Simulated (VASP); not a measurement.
Output of a VASP run:

File OUTCAR:
```
 ion  position               nearest neighbor table
   1  0.000  0.500  0.500-   5 2.34   6 2.34   7 2.34   8 2.34
   2  0.500  0.000  0.500-   5 2.34   6 2.34   7 2.34   8 2.34
   3  0.500  0.500  0.000-   5 2.34   6 2.34   7 2.34   8 2.34
   4  0.000  0.000  0.000-   5 2.50   6 2.50   7 2.50   8 2.50
   5  0.263  0.263  0.263-   1 2.34   2 2.34   3 2.34   4 2.50
   6  0.263  0.737  0.737-   1 2.34   2 2.34   3 2.34   4 2.50
   7  0.737  0.737  0.263-   1 2.34   2 2.34   3 2.34   4 2.50
   8  0.737  0.263  0.737-   1 2.34   2 2.34   3 2.34   4 2.50
  LATTYP: Found a simple cubic cell.
 ALAT       =     5.5020272045
 Subroutine PRICEL returns:
 Original cell was already a primitive cell.
 Subroutine GETGRP returns: Found 24 space group operations
The static configuration has the point symmetry T_d .
The dynamic configuration has the point symmetry T_d .
 Subroutine INISYM returns: Found 24 space group operations
 Subroutine IBZKPT returns following result:
 Found     10 irreducible k-points:

 Following reciprocal coordinates:
            Coordinates               Weight
  0.000000  0.000000  0.000000      1.000000
  0.200000  0.000000  0.000000      6.000000
  0.400000  0.000000  0.000000      6.000000
  0.200000  0.200000  0.000000     12.000000
  0.400000  0.200000  0.000000     24.000000
  0.400000  0.400000  0.000000     12.000000
  0.200000  0.200000  0.200000      8.000000
  0.400000  0.200000  0.200000     24.000000
  0.400000  0.400000  0.200000     24.000000
  0.400000  0.400000  0.400000      8.000000
 Subroutine IBZKPT_HF returns following result:
   k-points           NKPTS =     10   k-points in BZ     NKDIM =     10   number of bands    NBANDS=    129
   number of dos      NEDOS =   1001   number of ions     NIONS =      8
   total plane-waves  NPLWV =  46656
   dimension x,y,z NGX =    36 NGY =   36 NGZ =   36
   dimension x,y,z NGXF=    72 NGYF=   72 NGZF=   72
   ions per type =               3   1   4
   PREC   = accura    normal or accurate (medium, high low for compatibility)
   ISTART =      0    job   : 0-new  1-cont  2-samecut
   ICHARG =      2    charge: 1-file 2-atom 10-const
   ISPIN  =      1    spin polarized calculation?
   LNONCOLLINEAR =      F non collinear calculations
   LSORBIT =      F    spin-orbit coupling
   INIWAV =      1    electr: 0-lowe 1-rand  2-diag
   ENCUT  =  400.0 eV  29.40 Ry    5.42 a.u.   8.97  8.97  8.97*2*pi/ulx,y,z
   NELM   =    100;   NELMIN=  2; NELMDL= -5     # of ELM steps
   EDIFF  = 0.1E-06   stopping-criterion for ELM
   LREAL  =      F    real-space projection
   NLSPLINE    = F    spline interpolate recip. space projectors
   LMAXMIX     =    4 max onsite mixed and CHGCAR
   VOSKOWN=      0    Vosko Wilk Nusair interpolation
   EDIFFG = 0.1E-05   stopping-criterion for IOM
   NSW    =      0    number of steps for IOM
   NBLOCK =      1;   KBLOCK =      1    inner block; outer block
   IBRION =     -1    ionic relax: 0-MD 1-quasi-New 2-CG
   NFREE  =      0    steps in history (QN), initial steepest desc. (CG)
   ISIF   =      2    stress and relaxation
   ISYM   =      2    0-nonsym 1-usesym 2-fastsym
   TEIN   =    0.0    initial temperature
   TEBEG  =    0.0;   TEEND  =   0.0 temperature during run
   SMASS  =  -3.00    Nose mass-parameter (am)
   PSTRESS=    0.0 pullay stress
   NELECT =      72.0000    total number of electrons
   EFERMI =   0.00;   METHOD = LEGACY
   ISMEAR =     0;   SIGMA  =   0.01  broadening in eV -4-tet -1-fermi 0-gaus
   IALGO  =     38    algorithm
   LDIAG  =      T    sub-space diagonalisation (order eigenvalues)
   IMIX   =      4    mixing-type and parameters
     AMIX     =   0.40;   BMIX     =  1.00
     AMIX_MAG =   1.60;   BMIX_MAG =  1.00
     AMIN     =   0.10
   METAGGA = R2SCAN    functional components
   VOSKOWN =     0    Vosko Wilk Nusair interpolation
   LHFCALC =     F    Hartree Fock is set to
   LHFONE  =     F    Hartree Fock one center treatment
   AEXX    =    0.0000 exact exchange contribution
   IVDW    =     0    specifies the selected vdW correction
   LEPSILON=     F    determine dielectric tensor
...
```

File OSZICAR:
```
       N       E                     dE             d eps       ncg     rms          rms(c)
DAV:   1     0.498730273887E+03    0.49873E+03   -0.19454E+04  2636   0.536E+02
DAV:   2    -0.167014704620E+02   -0.51543E+03   -0.44525E+03  2596   0.171E+02
DAV:   3    -0.977992241921E+02   -0.81098E+02   -0.76958E+02  2985   0.665E+01
DAV:   4    -0.100547186119E+03   -0.27480E+01   -0.27350E+01  2936   0.128E+01
DAV:   5    -0.100560440326E+03   -0.13254E-01   -0.13252E-01  2936   0.866E-01    0.153E+01
DAV:   6    -0.899050629148E+02    0.10655E+02   -0.30480E+00  3144   0.174E+01    0.133E+01
DAV:   7    -0.852508272150E+02    0.46542E+01   -0.15230E+00  2807   0.467E+00    0.802E+00
DAV:   8    -0.859341274879E+02   -0.68330E+00   -0.41923E-01  2654   0.240E+00    0.236E+00
DAV:   9    -0.860796351658E+02   -0.14551E+00   -0.22744E-01  2668   0.141E+00    0.164E+00
DAV:  10    -0.860627227936E+02    0.16912E-01   -0.53711E-02  2726   0.584E-01    0.592E-01
DAV:  11    -0.861168373188E+02   -0.54115E-01   -0.27751E-02  2700   0.439E-01    0.259E-01
DAV:  12    -0.861213630154E+02   -0.45257E-02   -0.10248E-03  2848   0.807E-02    0.175E-01
DAV:  13    -0.861212907900E+02    0.72225E-04   -0.36225E-04  2741   0.564E-02    0.636E-02
DAV:  14    -0.861217535606E+02   -0.46277E-03   -0.41177E-04  2742   0.711E-02    0.777E-02
DAV:  15    -0.861220355797E+02   -0.28202E-03   -0.10477E-04  2734   0.323E-02    0.197E-02
DAV:  16    -0.861220439630E+02   -0.83833E-05   -0.36810E-06  3032   0.420E-03    0.118E-02
DAV:  17    -0.861220726348E+02   -0.28672E-04   -0.79727E-06  2742   0.817E-03    0.583E-03
DAV:  18    -0.861220716197E+02    0.10151E-05   -0.53047E-07  2792   0.195E-03    0.885E-04
DAV:  19    -0.861220720326E+02   -0.41289E-06   -0.25998E-08  2544   0.439E-04    0.698E-04
DAV:  20    -0.861220720584E+02   -0.25782E-07   -0.53164E-08  2430   0.879E-04
   1 F= -.86122072E+02 E0= -.86122072E+02  d E =-.425563E-14
 imaginary and real dielectric function
```

OUTCAR:
```
------------------------ aborting loop because EDIFF is reached ----------------------------------------
  FORCE on cell =-STRESS in cart. coord.  units (eV):
  Direction    XX          YY          ZZ          XY          YZ          ZX
  --------------------------------------------------------------------------------------
  Total        0.0840378      0.0840378      0.0840378     -0.0000000     -0.0000000      0.0000000
  in kB        0.8083825      0.8083825      0.8083825     -0.0000000     -0.0000000      0.0000000
  external PRESSURE =       0.8083825 kB  Pullay stress =       0.0000000 kB
  volume of cell :      166.56
      direct lattice vectors                 reciprocal lattice vectors
     5.502027205  0.000000000  0.000000000     0.181751191  0.000000000  0.000000000
     0.000000000  5.502027205  0.000000000     0.000000000  0.181751191  0.000000000
     0.000000000  0.000000000  5.502027205     0.000000000  0.000000000  0.181751191
 POSITION                                       TOTAL-FORCE (eV/Angst)
 -----------------------------------------------------------------------------------
      0.00000      2.75101      2.75101         0.000000     -0.000000     -0.000000
      2.75101      0.00000      2.75101         0.000000     -0.000000     -0.000000
      2.75101      2.75101      0.00000         0.000000     -0.000000     -0.000000
      0.00000      0.00000      0.00000         0.000000     -0.000000     -0.000000
      1.44561      1.44561      1.44561         0.007030      0.007030      0.007030
      1.44561      4.05642      4.05642         0.007030     -0.007030     -0.007030
      4.05642      4.05642      1.44561        -0.007030     -0.007030      0.007030
      4.05642      1.44561      4.05642        -0.007030      0.007030     -0.007030
 -----------------------------------------------------------------------------------
    total drift:                                0.000000      0.000000      0.000000
  FREE ENERGIE OF THE ION-ELECTRON SYSTEM (eV)
  ---------------------------------------------------
  free  energy   TOTEN  =       -86.1220720584 eV

  energy  without entropy=      -86.1220720584  energy(sigma->0) =      -86.12207206

 plasma frequency squared (from intraband transitions) (eV^2)
  --------------------------------------------------------------------------------------
       0.000       0.000       0.000
       0.000       0.000       0.000
       0.000       0.000       0.000

 plasma frequency squared (from interband transitions, int dw w eps(2)(w)) (eV^2)
  --------------------------------------------------------------------------------------
     336.558       0.000       0.000       0.000      -0.000       0.000
       0.000      -0.000     336.558       0.000       0.000       0.000
      -0.000      -0.000       0.000      -0.000     336.558       0.000
```
(Selected blocks of OUTCAR.)

POSCAR:
```
Zn3CdS4
1
    5.5020272045     0.0000000000     0.0000000000
    0.0000000000     5.5020272045     0.0000000000
    0.0000000000     0.0000000000     5.5020272045
Zn Cd S
3 1 4
Direct
  0.0000000000   0.5000000000   0.5000000000
  0.5000000000   0.0000000000   0.5000000000
  0.5000000000   0.5000000000   0.0000000000
  0.0000000000   0.0000000000   0.0000000000
  0.2627408487   0.2627408487   0.2627408487
  0.2627408487   0.7372591513   0.7372591513
  0.7372591513   0.7372591513   0.2627408487
  0.7372591513   0.2627408487   0.7372591513
```

Problem. Write an INCAR and KPOINTS that could have produced this output.

Solution. One answer among several that fit: the input of the run itself, r2SCAN meta-GGA, plane waves, VASP's PBE PAW potentials (set 64).

File KPOINTS:
```
Automatic mesh
0
Gamma
5 5 5
0 0 0
```

INCAR:
```
NELM = 100   ! most electronic steps
ENCUT = 400
LOPTICS = .TRUE.
ISMEAR = 0   ! Gaussian
LCHARG = .FALSE.
NEDOS = 1001   ! DOS grid
LWAVE = .FALSE.
PREC = Accurate
CSHIFT = 0.1
SYSTEM = Zn3CdS4
ALGO = Normal
LREAL = .FALSE.
EDIFF = 1E-7   ! SCF stop (eV)
METAGGA = R2SCAN
NBANDS = 129
LPEAD = .TRUE.
SIGMA = 0.01   ! width (eV)
LMIXTAU = .TRUE.
LASPH = .TRUE.   ! aspherical one-centre terms
LMAXMIX = 4   ! l cut-off of mixed one-centre charges
```

POTCAR, in this order: Zn Cd S (PBE.64 set). Program: vasp_std.

The dielectric response may not be converged in the k-mesh; for small gaps it tends to come out too large.

The structure comes from a computed database's Zn3CdS4 entry (P-43m); how it stands against other phases isn't given here. It was relaxed first.
